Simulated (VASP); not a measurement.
A VASP calculation is set up with these files.

**INCAR**
```
ALGO=Normal
EDIFF=1E-6
EDIFFG=-0.02
ENCUT=520
IBRION=2
ISIF=3
ISMEAR=0
LASPH=.True.
LCHARG=.False.
LMAXMIX=4
LMIXTAU=.True.
LREAL=.False.
LWAVE=.False.
METAGGA=R2SCAN
NELM=100
NSW=60
PREC=Accurate
SIGMA=0.05
SYSTEM=ZrPbO3
```

**POSCAR**
```
ZrPbO3
1.0
  5.6878660334   0.0000000000   0.0000000000
 -2.8439330167   4.9258366595   0.0000000000
  0.0000000000   0.0000000000   5.5988635191
Pb Zr O
2 2 6
Cartesian
 -0.0000028439   3.2838927483   4.1991476393
  2.8439358606   1.6419439112   1.3997158798
  0.0000000000   0.0000000000   0.0000000000
  0.0000000000   0.0000000000   2.7994317596
 -0.0000000003   1.5654939968   1.3997158798
  1.4881754958   4.1430896614   1.3997158798
 -1.4881754963   4.1430896614   1.3997158798
  2.8439330170   3.3603426627   4.1991476393
  1.3557575209   0.7827469981   4.1991476393
  4.3321085130   0.7827469981   4.1991476393
```

KPOINTS:
```
Automatic mesh
0
gamma
  4 4 4
```

POTCAR, in this order: Pb_d Zr_sv O (PBE.64 set). Program: vasp_std.

Question: Translate this r2SCAN calculation to Ansatz.

Answer: One equivalent input (not run):
Ansatz 0.2 input:
```yaml
crystal:
  lattice:
    - [5.6878660, 0.0000000, 0.0000000]
    - [-2.8439330, 4.9258367, 0.0000000]
    - [0.0000000, 0.0000000, 5.5988635]
  atoms:
    - { symbol: Pb, position: [0.3333330, 0.6666670, 0.7500000] }
    - { symbol: Pb, position: [0.6666670, 0.3333330, 0.2500000] }
    - { symbol: Zr, position: [0.0000000, 0.0000000, 0.0000000] }
    - { symbol: Zr, position: [0.0000000, 0.0000000, 0.5000000] }
    - { symbol: O, position: [0.1589064, 0.3178128, 0.2500000] }
    - { symbol: O, position: [0.6821872, 0.8410936, 0.2500000] }
    - { symbol: O, position: [0.1589064, 0.8410936, 0.2500000] }
    - { symbol: O, position: [0.8410936, 0.6821872, 0.7500000] }
    - { symbol: O, position: [0.3178128, 0.1589064, 0.7500000] }
    - { symbol: O, position: [0.8410936, 0.1589064, 0.7500000] }
kpoints:
  mp_grid: { grid: [4, 4, 4] }
hamiltonian:
  xc: r2scan
  pseudopotentials: { kind: paw }
scf:
  occupations: { method: gaussian, width: 0.05 }
  max_iter: 100
relax:
  max_steps: 60
  f_tol: 0.02
  cell: {}
output: { forces: true, stress: true, eigenvalues: true }
```
The two are equivalent in intent, not identical: each code has its own PAW files, so the cut-off isn't converted (ENCUT is set for VASP's; basis.ecutwfc is left out, and Ansatz then takes the one that its files recommend); Ansatz stops its SCF on the density residual and VASP on the energy change (EDIFF).

The structure was generated: ZrPbO3 was put into the 2H-BaNiO3 type (P6_3/mmc), which need not be its known phase. It was relaxed first, which changed the volume by -9 %. The start is the result of an earlier pass.
